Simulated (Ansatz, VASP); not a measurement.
## SiGe60 (amorphous Ge): VASP beside Ansatz

One calculation is typed for both programs; each brings its own data sets. How far apart do they land? Of the first pair: The structure shown is the start of the Ansatz relaxation below; VASP solves that cell, so the two are compared at the walk's first step.

Method: plane waves, with VASP 6.6.1 beside it; single point at r2SCAN, in Ansatz 0.2.0.

## Step 1: The starting structure

The cell holds 61 atoms: 60 Ge and 1 Si. Its edges and angles: a = 11.722 Å, b = 11.722 Å, c = 11.722 Å, α = 90.0°, β = 90.0°, γ = 90.0°. It derives from Ge (amorphous Ge). As first built, before any earlier steps moved the atoms (in the runner's words): 61 atoms (61 Ge) placed at random at 4.57 g/cm^3, melted at 3500 K for 10 ps at fixed volume with the Tersoff potential (Tersoff, Phys. Rev. B 39, 5566 (1989)). Quenched from 3500 K to 100 K at 5 K/ps and fixed volume, held 5 ps, then minimised at fixed cell. Nearest the centre at fractional (0.244, 0.865, 0.768): Si61 at 0.00 Å, Ge35 at 2.50 Å, Ge8 at 2.52 Å, Ge33 at 2.69 Å, Ge17 at 2.77 Å, Ge34 at 2.78 Å, Ge58 at 3.70 Å, Ge52 at 3.80 Å.

## Step 2: Ansatz: relaxation, r2SCAN

Ansatz runs on its PAW soft_1 files.

The two programs are compared at the cell with which this relaxation starts, whose forces are those of its first step.

Input file input.yaml:

```yaml
crystal:
  lattice:
    - [11.7217, 0.0, 0.0]
    - [0.0, 11.7217, 0.0]
    - [0.0, 0.0, 11.7217]
  atoms:
    - { symbol: Ge, position: [0.62444, 0.16239, 0.75925] }
    - { symbol: Ge, position: [0.22172, 0.38053, 0.67267] }
    - { symbol: Ge, position: [0.40356, 0.59694, 0.15197] }
    - { symbol: Ge, position: [0.36235, 0.77968, 0.44409] }
    - { symbol: Ge, position: [0.4316, 0.75707, 0.01953] }
    - { symbol: Ge, position: [0.50461, 0.65277, 0.34189] }
    - { symbol: Ge, position: [0.18632, 0.55578, 0.16893] }
    - { symbol: Ge, position: [0.4208, 0.85649, 0.6463] }
    - { symbol: Ge, position: [0.11146, 0.63504, 0.98196] }
    - { symbol: Ge, position: [0.15203, 0.17783, 0.03151] }
    - { symbol: Ge, position: [0.3073, 0.94494, 0.32221] }
    - { symbol: Ge, position: [0.77333, 0.88003, 0.21425] }
    - { symbol: Ge, position: [0.36643, 0.50196, 0.80594] }
    - { symbol: Ge, position: [0.9832, 0.24548, 0.91662] }
    - { symbol: Ge, position: [0.65178, 0.10544, 0.97553] }
    - { symbol: Ge, position: [0.2839, 0.17665, 0.61786] }
    - { symbol: Ge, position: [0.1234, 0.04289, 0.6698] }
    - { symbol: Ge, position: [0.67399, 0.41508, 0.95767] }
    - { symbol: Ge, position: [0.33589, 0.2798, 0.09381] }
    - { symbol: Ge, position: [0.5592, 0.16371, 0.31421] }
    - { symbol: Ge, position: [0.25884, 0.45725, 0.46828] }
    - { symbol: Ge, position: [0.47446, 0.48868, 0.4752] }
    - { symbol: Ge, position: [0.00686, 0.39471, 0.75763] }
    - { symbol: Ge, position: [0.81754, 0.98609, 0.5147] }
    - { symbol: Ge, position: [0.79544, 0.25387, 0.03742] }
    - { symbol: Ge, position: [0.18341, 0.66492, 0.46395] }
    - { symbol: Ge, position: [0.66432, 0.37752, 0.74679] }
    - { symbol: Ge, position: [0.98921, 0.85183, 0.21809] }
    - { symbol: Ge, position: [0.86096, 0.22695, 0.24931] }
    - { symbol: Ge, position: [0.48604, 0.1234, 0.11376] }
    - { symbol: Ge, position: [0.74918, 0.78728, 0.57446] }
    - { symbol: Ge, position: [0.96025, 0.07542, 0.79903] }
    - { symbol: Ge, position: [0.08871, 0.78273, 0.62015] }
    - { symbol: Ge, position: [0.20976, 0.9717, 0.97708] }
    - { symbol: Ge, position: [0.28526, 0.68655, 0.87856] }
    - { symbol: Ge, position: [0.9036, 0.8911, 0.88167] }
    - { symbol: Ge, position: [0.37148, 0.94326, 0.11236] }
    - { symbol: Ge, position: [0.62437, 0.73944, 0.92903] }
    - { symbol: Ge, position: [0.81678, 0.38697, 0.39499] }
    - { symbol: Ge, position: [0.58595, 0.73818, 0.71293] }
    - { symbol: Ge, position: [0.07351, 0.18977, 0.23221] }
    - { symbol: Ge, position: [0.02741, 0.95339, 0.50832] }
    - { symbol: Ge, position: [0.04659, 0.66146, 0.29783] }
    - { symbol: Ge, position: [0.94212, 0.57322, 0.86236] }
    - { symbol: Ge, position: [0.74926, 0.0592, 0.32473] }
    - { symbol: Ge, position: [0.90951, 0.74212, 0.72452] }
    - { symbol: Ge, position: [0.81058, 0.12973, 0.66306] }
    - { symbol: Si, position: [0.24424, 0.86471, 0.76826] }
    - { symbol: Ge, position: [0.45264, 0.43577, 0.99961] }
    - { symbol: Ge, position: [0.53287, 0.53278, 0.67702] }
    - { symbol: Ge, position: [0.77411, 0.59017, 0.01094] }
    - { symbol: Ge, position: [0.84896, 0.56816, 0.26638] }
    - { symbol: Ge, position: [0.46615, 0.0627, 0.64043] }
    - { symbol: Ge, position: [0.71386, 0.71583, 0.35427] }
    - { symbol: Ge, position: [0.72614, 0.90861, 0.99942] }
    - { symbol: Ge, position: [0.10285, 0.99657, 0.32002] }
    - { symbol: Ge, position: [0.61147, 0.34836, 0.39615] }
    - { symbol: Ge, position: [0.39837, 0.10262, 0.44009] }
    - { symbol: Ge, position: [0.05417, 0.83597, 0.01896] }
    - { symbol: Ge, position: [0.21471, 0.3604, 0.26254] }
    - { symbol: Ge, position: [0.84042, 0.33618, 0.62014] }
kpoints:
  mp_grid: { grid: [1, 1, 1] }
hamiltonian:
  xc: r2scan
  pseudopotentials: { kind: paw, azcp: { folder: soft_1 } }
scf:
  occupations: { method: fermi_dirac, width: 0.025 }
output:
  forces: true
  eigenvalues: true
relax:
  f_tol: 0.05
  max_steps: 90
```

On the command line:

```console
$ ansatz run input.yaml --threads 4 --pin off --max-ram 15872MiB --backend cpu --events-out ev --progress --plain --runs-dir out
```

Numbers of over 12 decimals in the logs are rounded to 6 here.

The program printed:

```text
Engine: ansatz 0.2.0, aarch64-unknown-linux-gnu
Pseudopotentials: kind: paw
Pseudopotential: Ge, paw, valence charge 14, recommended cutoff 500 eV (meta_gga), soft_1/Ge.paw.azcp
Pseudopotential: Si, paw, valence charge 4, recommended cutoff 500 eV (meta_gga), soft_1/Si.paw.azcp
Functional definition: r2SCAN
  parameter k0 = 0.174
  parameter k1 = 0.065
  parameter a1 = 4.9479
  exchange = r2scan_x(k0 = k0, k1 = k1, a1 = a1)
  correlation = r2scan_c
Crystal: 61 atoms, lattice volume = 1610.541 Å³
Basis set: ecut = 500 eV, 40747 PW (Γ), exchange–correlation on 360×360×360 points (64 copies of the dense FFT grid, shifted against one another)
Bands: 507, of which v1, the nominal top of the filled ones, is band 422 counted from 1 (421 counted from 0)
Symmetry: 1 space group operations
Space group: P1 (ITA 1), of the structure as read, at distance tolerance 1.2e-4 Å
k-points: 1
Non-local potential: Ge, projectors of the file, l = 0: 2, l = 1: 2, l = 2: 3, l = 3: 1
Non-local potential: Si, projectors of the file, l = 0: 2, l = 1: 2, l = 2: 1
PAW form: soft (Blöchl's): semilocal exchange-correlation on the pseudo side does not see the compensation charge
PAW frozen core: Ge, regenerated for the run's functional (the file was generated under x = pbe(κ = 0.804, μ = 0.219515), c = pbe(β = 0.066725))
PAW frozen core: Si, regenerated for the run's functional (the file was generated under x = pbe(κ = 0.804, μ = 0.219515), c = pbe(β = 0.066725))
PAW one-centre angular grid: Ge, 590 points (default); XC on 160 Gauss nodes
PAW one-centre angular grid: Si, 302 points (default); XC on 160 Gauss nodes
Initial density: superposition of atomic densities (chi_scale 0.1, normalization cell, long waves kept (reshape's long-wave potential 0.03 eV rms))
Initial wavefunctions: pseudopotential atomic-orbital guess
Functional: x = r2scan, c = r2scan; τ floored in thin density (d = 2e-4 eV/Å³)
iter 1 solved again at ethr=1.90e-3 eV; its pass at ethr=3.10e-3 eV (dr2=1.61e1 eV) is discarded
SCF iter   1: F=—  HF=-258796.114021 eV  |F-HF|=—  |Δ(HF+E_count)|=         —  Δρ=3.12e-2  dr2=1.61e1  dr2_τ=1.01e-1  ethr=1.90e-3  ⟨swp⟩=2.0  Hψ=2441  notcnv=0
preconditioner: auto → LDOS  [insulator: Δε(μ)=0.142 eV  Ē_g=22.614 eV  σ=0.025 eV  W_gap=0.89  n_scr=388 (ndim 8)  ℏωp=26.9 eV  f_vac=0.080  D(μ)=8.39/eV (n_scr^D=26)  ε∞_Penn≈2.4  β→1.0]
SCF iter   2: F=—  HF=-258798.213350 eV  |F-HF|=—  |Δ(HF+E_count)|=    2.10e0  Δρ=8.74e-3  dr2=7.76e0  dr2_τ=2.32e-2  ethr=1.90e-3  ⟨swp⟩=3.0  Hψ=1307  notcnv=0  defer=75
SCF iter   3: F=—  HF=-258797.557971 eV  |F-HF|=—  |Δ(HF+E_count)|=   6.55e-1  Δρ=5.72e-3  dr2=3.93e0  dr2_τ=1.05e-2  ethr=9.19e-4  ⟨swp⟩=3.0  Hψ=872  notcnv=0  defer=75
SCF iter   4: F=—  HF=-258796.962069 eV  |F-HF|=—  |Δ(HF+E_count)|=   5.96e-1  Δρ=2.53e-3  dr2=5.41e-1  dr2_τ=6.76e-4  ethr=4.65e-4  ⟨swp⟩=2.0  Hψ=591  notcnv=0  defer=77
SCF iter   5: F=—  HF=-258796.856066 eV  |F-HF|=—  |Δ(HF+E_count)|=   1.06e-1  Δρ=7.10e-4  dr2=4.82e-2  dr2_τ=6.29e-5  ethr=6.42e-5  ⟨swp⟩=3.0  Hψ=543  notcnv=0  defer=77
SCF iter   6: F=—  HF=-258796.849880 eV  |F-HF|=—  |Δ(HF+E_count)|=   6.19e-3  Δρ=2.25e-4  dr2=3.62e-3  dr2_τ=1.47e-5  ethr=5.71e-6  ⟨swp⟩=2.0  Hψ=571  notcnv=0  defer=77
SCF iter   7: F=—  HF=-258796.849727 eV  |F-HF|=—  |Δ(HF+E_count)|=   1.53e-4  Δρ=8.82e-5  dr2=3.06e-4  dr2_τ=2.28e-6  ethr=4.29e-7  ⟨swp⟩=2.0  Hψ=545  notcnv=0  defer=77
SCF iter   8: F=-258796.849790 eV  HF=-258796.849793 eV  |F-HF|=2.97e-6  |Δ(HF+E_count)|=   6.59e-5  Δρ=3.91e-5  dr2=4.43e-5  dr2_τ=3.93e-7  ethr=7.41e-9  ⟨swp⟩=9.0  Hψ=2473  notcnv=0
SCF 1 converged in 8 iterations: F = -258796.849790 eV  dr2 = 4.43e-5
  greatest PAW one-centre occupation: 0.998 electrons in one spin orbital (limit 2), on the Ge atom at site 51 (counted from 0), in its partial waves of l = 2
relax step   1: F+E_penalty+E_count = -258796.84979013 eV  Δ(F+E_penalty+E_count) = +0.000e0 eV  max|allowed force component| = 3.569e-1 eV/Å  Δτ_max = 0.0000 Å  (8 SCF iters, dr2 threshold 6.25e-5 eV, accepted)
Initial density: handed on by an earlier stage of this run
Initial wavefunctions: those handed on with the density
iter 1 solved again at ethr=5.64e-6 eV; its pass at ethr=3.10e-3 eV (dr2=4.76e-2 eV) is discarded
SCF iter   1: F=—  HF=-258796.752631 eV  |F-HF|=—  |Δ(HF+E_count)|=         —  Δρ=2.28e-3  dr2=5.11e-2  dr2_τ=6.50e-2  ethr=5.64e-6  ⟨swp⟩=2.0  Hψ=1317  notcnv=0  defer=75
preconditioner: auto → LDOS  [insulator: Δε(μ)=0.121 eV  Ē_g=22.593 eV  σ=0.025 eV  W_gap=0.84  n_scr=388 (ndim 8)  ℏωp=26.9 eV  f_vac=0.138  D(μ)=12.01/eV (n_scr^D=32)  ε∞_Penn≈2.4  β→1.0]
SCF iter   2: F=—  HF=-258796.897414 eV  |F-HF|=—  |Δ(HF+E_count)|=   1.45e-1  Δρ=8.67e-4  dr2=2.52e-2  dr2_τ=1.67e-4  ethr=5.64e-6  ⟨swp⟩=3.0  Hψ=964  notcnv=0  defer=75
[...]
--- Relaxed structure (3 steps of the walk, 3 accepted, 0 SCFs on fresh bases) ---
  F+E_penalty+E_count = -258796.90182837 eV   max|allowed force component| = 3.394e-2 eV/Å
  atoms:
    - { symbol: Ge, position: [0.624595, 0.162040, 0.758711] }
    - { symbol: Ge, position: [0.221549, 0.380513, 0.673347] }
    - { symbol: Ge, position: [0.403221, 0.596683, 0.152049] }
    - { symbol: Ge, position: [0.361127, 0.780015, 0.445113] }
    - { symbol: Ge, position: [0.430710, 0.756211, 0.018981] }
    - { symbol: Ge, position: [0.503956, 0.653235, 0.342475] }
    - { symbol: Ge, position: [0.186252, 0.555957, 0.168341] }
    - { symbol: Ge, position: [0.416747, 0.856988, 0.649542] }
    - { symbol: Ge, position: [0.112251, 0.635518, 0.981240] }
    - { symbol: Ge, position: [0.152713, 0.176101, 0.029804] }
    - { symbol: Ge, position: [0.307671, 0.945277, 0.321846] }
    - { symbol: Ge, position: [0.773046, 0.879673, 0.214850] }
    - { symbol: Ge, position: [0.365932, 0.503264, 0.805148] }
    - { symbol: Ge, position: [0.983642, 0.245445, 0.916599] }
    - { symbol: Ge, position: [0.651629, 0.105470, 0.975331] }
    - { symbol: Ge, position: [0.285323, 0.176350, 0.619689] }
    - { symbol: Ge, position: [0.126364, 0.040088, 0.672823] }
    - { symbol: Ge, position: [0.673509, 0.415040, 0.956884] }
    - { symbol: Ge, position: [0.336043, 0.279239, 0.092657] }
    - { symbol: Ge, position: [0.559244, 0.162861, 0.313789] }
    - { symbol: Ge, position: [0.258050, 0.456818, 0.468507] }
    - { symbol: Ge, position: [0.473847, 0.488014, 0.474589] }
    - { symbol: Ge, position: [0.00720831, 0.394845, 0.757783] }
    - { symbol: Ge, position: [0.818387, 0.985986, 0.514914] }
[...]
- { symbol: Si, position: [0.243312, 0.864815, 0.768682] }
[...]
- { symbol: Ge, position: [0.713586, 0.715613, 0.355113] }
    - { symbol: Ge, position: [0.725606, 0.908718, 1.000179] }
    - { symbol: Ge, position: [0.103114, 0.996846, 0.320760] }
    - { symbol: Ge, position: [0.611552, 0.347294, 0.397056] }
    - { symbol: Ge, position: [0.397048, 0.104174, 0.439681] }
    - { symbol: Ge, position: [0.054258, 0.836187, 0.019854] }
    - { symbol: Ge, position: [0.214818, 0.359849, 0.260961] }
    - { symbol: Ge, position: [0.841251, 0.335972, 0.620258] }
```

## Step 3: VASP: single point, r2SCAN, start cell, pair 1

The same cell, functional, mesh and smearing now go to VASP, with its own data sets.

Lines of VASP's logs that name or quote its potential files are left out, and so is its time.

Input file INCAR:

```
SYSTEM = SiGe60
PREC = Accurate
ENCUT = 450
EDIFF = 1E-06
NELM = 120
ISMEAR = -1
SIGMA = 0.025
LREAL = Auto
ALGO = Normal
METAGGA = R2SCAN
LASPH = .TRUE.
NBANDS = 496
LORBIT = 11
LWAVE = .FALSE.
LCHARG = .FALSE.
ISIF = 2
GGA_COMPAT = .FALSE.
EFERMI = MIDGAP
LMIXTAU = .TRUE.
NCORE = 2
```

Input file POSCAR:

```
SiGe60
1.0
   11.7217000000      0.0000000000      0.0000000000
    0.0000000000     11.7217000000      0.0000000000
    0.0000000000      0.0000000000     11.7217000000
Ge Si
60 1
Direct
    0.6244401409      0.1623911207      0.7592499381
    0.2217169864      0.3805335404      0.6726669340
    0.4035592107      0.5969441293      0.1519660118
    0.3623535835      0.7796821280      0.4440908742
    0.4316012183      0.7570659546      0.0195278842
    0.5046111059      0.6527722088      0.3418872689
    0.1863210968      0.5557811580      0.1689260090
    0.4208007371      0.8564883933      0.6462970388
    0.1114599418      0.6350358736      0.9819565421
    0.1520257301      0.1778325669      0.0315142002
    0.3073018419      0.9449397272      0.3222058234
    0.7733263946      0.8800259348      0.2142521989
    0.3664314903      0.5019579071      0.8059411178
    0.9832020953      0.2454763388      0.9166161905
    0.6517825913      0.1054369247      0.9755325593
    0.2839007994      0.1766467321      0.6178625967
    0.1234036019      0.0428862708      0.6698004556
    0.6739892678      0.4150763115      0.9576682563
    0.3358898453      0.2797972990      0.0938089185
    0.5592021635      0.1637134545      0.3142121023
    0.2588361756      0.4572459626      0.4682767858
    0.4744618955      0.4886833821      0.4752041086
    0.0068590733      0.3947123711      0.7576290129
    0.8175435304      0.9860941672      0.5147034986
    0.7954392281      0.2538710255      0.0374177807
    0.1834119624      0.6649206173      0.4639514746
    0.6643234343      0.3775220318      0.7467858758
    0.9892080500      0.8518303659      0.2180912325
    0.8609587347      0.2269466033      0.2493068412
    0.4860387145      0.1234036019      0.1137633620
    0.7491831390      0.7872834145      0.5744559236
    0.9602532056      0.0754242132      0.7990308573
    0.0887072694      0.7827277613      0.6201489545
    0.2097562640      0.9717020569      0.9770767039
    0.2852572579      0.6865471732      0.8785585709
    0.9035976010      0.8910994139      0.8816724537
    0.3714819523      0.9432590836      0.1123557163
    0.6243718914      0.7394405248      0.9290290657
    0.8167757237      0.3869660544      0.3949939002
    0.5859474308      0.7381779093      0.7129341307
    0.0735132276      0.1897676958      0.2322103449
    0.0274106998      0.9533941323      0.5083221717
    0.0465888054      0.6614569559      0.2978322257
    0.9421159047      0.5732189017      0.8623578491
    0.7492599196      0.0591978979      0.3247310544
    0.9095097128      0.7421193172      0.7245194810
    0.8105820828      0.1297337417      0.6630608188
    0.4526391223      0.4357729681      0.9996075655
    0.5328663931      0.5327810812      0.6770178387
    0.7741112637      0.5901703678      0.0109369801
    0.8489638875      0.5681599085      0.2663777438
    0.4661525205      0.0627042153      0.6404275830
    0.7138640300      0.7158262027      0.3542660194
    0.7261404063      0.9086139383      0.9994198794
    0.1028519754      0.9965704633      0.3200218398
    0.6114727386      0.3483624389      0.3961541415
    0.3983722498      0.1026216334      0.4400897481
    0.0541730295      0.8359708916      0.0189562947
    0.2147128829      0.3603999420      0.2625387103
    0.8404241706      0.3361799056      0.6201404233
    0.2442393168      0.8647124564      0.7682588703
```

Input file KPOINTS:

```
Automatic mesh
0
Gamma
1 1 1
0 0 0
```

The projector-augmented-wave data sets are Ge_d and Si (PBE family, release 64).

On the command line:

```console
$ mpirun -np 8 vasp_gam
```

The program printed:

```text
[banner, memory and clock lines left out]
running    8 mpi-ranks, on    1 nodes
[...]
|                                                                             |
|               ----> ADVICE to this user running VASP <----                  |
|                                                                             |
|     You enforced a specific xc type in the INCAR file but a different       |
|     [... a line on the potential file left out ...]
|     I HOPE YOU KNOW WHAT YOU ARE DOING!                                     |
|                                                                             |

 LDA part: xc-table for (None), standard interpolation
 POSCAR, INCAR and KPOINTS ok, starting setup
[...]
entering main loop
       N       E                     dE             d eps       ncg     rms          rms(c)
DAV:   1     0.163786296129E+05    0.16379E+05   -0.33082E+05  1048   0.491E+03
DAV:   2     0.328583587055E+04   -0.13093E+05   -0.12659E+05  1000   0.112E+03
DAV:   3    -0.133265846558E+03   -0.34191E+04   -0.32799E+04  1016   0.307E+02
DAV:   4    -0.836853482501E+03   -0.70359E+03   -0.64980E+03  1136   0.132E+02
[...]
DAV:  21    -0.824057734112E+03   -0.13751E-04   -0.16188E-05  1032   0.200E-02    0.128E-03
DAV:  22    -0.824057735508E+03   -0.13964E-05   -0.10647E-05   920   0.158E-02    0.151E-03
DAV:  23    -0.824057735299E+03    0.20862E-06   -0.10470E-06   552   0.842E-03
   1 F= -.82405774E+03 E0= -.82404926E+03  d E =-.169501E-01
```

OUTCAR, selected parts (step 3):

```text
  Total      -39.0017626    -25.2419431    -62.5529441      4.0846783     -5.3224993     -2.9887724
  in kB      -38.7992215    -25.1108584    -62.2280986      4.0634660     -5.2948589     -2.9732513
  external PRESSURE =     -42.0460595 kB  Pullay stress =       0.0000000 kB

 POSITION                                       TOTAL-FORCE (eV/Angst)
 -----------------------------------------------------------------------------------
      7.31950      1.90350      8.89970        -0.007321      0.001216     -0.010545
      2.59890      4.46050      7.88480        -0.014242      0.008393      0.032354
      4.73040      6.99720      1.78130         0.009282     -0.006374      0.018004
      4.24740      9.13920      5.20550        -0.005610     -0.013626      0.017129
      5.05910      8.87410      0.22890        -0.007986     -0.001562      0.012223
      5.91490      7.65160      4.00750        -0.012677      0.000109     -0.002695
      2.18400      6.51470      1.98010        -0.002804      0.008493     -0.013591
      4.93250     10.03950      7.57570        -0.338014     -0.018798      0.228672
      1.30650      7.44370     11.51020        -0.016401     -0.025032      0.009621
      1.78200      2.08450      0.36940        -0.007948      0.006119     -0.019017
      3.60210     11.07630      3.77680         0.020821     -0.002537     -0.005322
      9.06470     10.31540      2.51140        -0.014468      0.004503      0.008826
      4.29520      5.88380      9.44700        -0.011621     -0.003620      0.015563
     11.52480      2.87740     10.74430         0.017446      0.018208      0.017906
[...]
-----------------------------------------------------------------------------------
    total drift:                               -0.028382      0.014316      0.047118

  FREE ENERGIE OF THE ION-ELECTRON SYSTEM (eV)
  ---------------------------------------------------
  free  energy   TOTEN  =      -824.0577352994 eV

  energy  without entropy=     -824.0407852229  energy(sigma->0) =     -824.04926026

[... 3 further parts left out ...]
[key lines of the parts left out:]
E-fermi :   3.2537
```

The run ends at a pressure of -4.20 GPa, with forces up to 0.47 eV/Å.

## Step 4: Side by side

Known differences besides the potentials themselves: VASP keeps PBE cores, Ansatz makes them for the functional; the cutoff is 500 eV in Ansatz and 450 eV in VASP (PREC = Accurate, projectors in real space). Total energies have different zeros and are not compared.

Forces on 8 of the 61 atoms, those with the largest forces and the largest differences (eV/Å; atoms numbered as in POSCAR):

| atom | Ansatz x, y, z | VASP x, y, z |
| --- | --- | --- |
| Ge8 | -0.322, -0.005, 0.236 | -0.338, -0.019, 0.229 |
| Ge17 | 0.090, -0.160, 0.071 | 0.099, -0.158, 0.079 |
| Ge33 | 0.166, 0.111, 0.182 | 0.180, 0.115, 0.198 |
| Ge34 | 0.046, -0.127, -0.248 | 0.056, -0.120, -0.260 |
| Ge35 | -0.076, 0.357, -0.258 | -0.074, 0.370, -0.273 |
| Ge50 | 0.007, 0.020, -0.009 | 0.018, 0.035, 0.001 |
| Ge57 | -0.050, 0.047, 0.026 | -0.060, 0.050, 0.019 |
| Si61 | 0.096, -0.182, -0.010 | 0.090, -0.172, -0.012 |

The forces differ by 7.9 meV/Å r.m.s., which is 13.0 % of the r.m.s. force of 0.061 eV/Å (both taken over all components).

(Part 1 of 2 ends here.)

[Lines on the potential files, build, host, timing and source positions are cut from VASP's logs without a mark.]

[Logs are printed without paths, hosts, clocks, repeated set-up lines and the standing remarks that a program may print on its own settings, such as how far it seeks lower states.]

[Hosts, paths, dates, database ids (printed as entryN), source tags and the programs' standing remarks are cut or masked in the printed files.]
